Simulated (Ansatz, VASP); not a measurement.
## One calculation of Sn2TeO3, two programs

INCAR

```
ALGO = Normal
EDIFF = 1E-7
ENCUT = 520
GGA = PE
ISIF = 2
ISMEAR = 0
LASPH = True
LCHARG = False
LREAL = False
LWAVE = False
NBANDS = 35
NELM = 100
PREC = Accurate
SIGMA = 0.1
```

Contents of KPOINTS:

```
k-points
0
Gamma
  6 6 4
```

POSCAR

```
Sn2TeO3
1.0
    5.7189550100      0.0000000000      0.0000000000
   -2.8594775000      4.9527603200      0.0000000000
    0.0000000000      0.0000000000      4.2239150000
Sn Te O
2 1 3
Direct
    0.6666666700      0.3333333300      0.4961477200
    0.3333333300      0.6666666700      0.4961477200
    0.0000000000      0.0000000000      0.1926302600
    0.0000000000      0.5000000000      0.9950230700
    0.5000000000      0.0000000000      0.9950230700
    0.5000000000      0.5000000000      0.9950230700
```

Input for Ansatz:

```yaml
crystal:
  lattice:
    - [5.71895501, 0.0, 0.0]
    - [-2.8594775, 4.95276032, 0.0]
    - [0.0, 0.0, 4.223915]
  atoms:
    - { symbol: Sn, position: [0.66666667, 0.33333333, 0.49614772] }
    - { symbol: Sn, position: [0.33333333, 0.66666667, 0.49614772] }
    - { symbol: Te, position: [0.0, 0.0, 0.19263026] }
    - { symbol: O, position: [0.0, 0.5, 0.99502307] }
    - { symbol: O, position: [0.5, 0.0, 0.99502307] }
    - { symbol: O, position: [0.5, 0.5, 0.99502307] }
basis:
  ecutwfc: 420
kpoints:
  mp_grid: { grid: [6, 6, 4] }
hamiltonian:
  xc: pbe
scf:
  occupations: { method: gaussian, width: 0.1 }
  lower_state_search: "off"
output:
  forces: true
  stress: true
  eigenvalues: true
```

Change from the starting cell: species swapped into the NaSn2Pd3 type (P6mm, No. 183).

Alike in both runs: task single point; functional PBE; k mesh 6 × 6 × 4; occupations gaussian, width 0.1 eV; no spin polarisation.

```csv
,VASP,Ansatz
version,VASP 6.6.1,Ansatz 0.2.0
potentials or method,"VASP PAW PBE potentials, release 64 (Sn_d, Te, O)","scalar-relativistic, plane waves, PAW"
plane-wave cutoff (eV),520,420
valence electrons in the cell,52,62
```

Ansatz gave:

```
gap on the k mesh at the Fermi level (eV)       : none
pressure (GPa)                                  : -11.7
largest component of the traceless stress (GPa) : 15.10
rms of the force components (eV/Å)              : 0.406
```

Which values does VASP return?

gap on the k mesh at the Fermi level (eV): none; pressure (GPa): -11.8; largest component of the traceless stress (GPa): 15.04; rms of the force components (eV/Å): 0.405.

Atom by atom the forces differ by 0.001 eV/Å (rms over components). A gap of «none» marks a metal or a gap that the smearing closes. The two sets of potentials don't hold the same shells in valence.

Caveats: the k mesh is coarse (spacing up to 0.37 Å⁻¹), so the values aren't converged; forces of over 1 eV/Å show positions far from the minimum, so gaps and moduli don't describe the material at rest. Spin-orbit coupling is left out, which matters for the levels of Te.
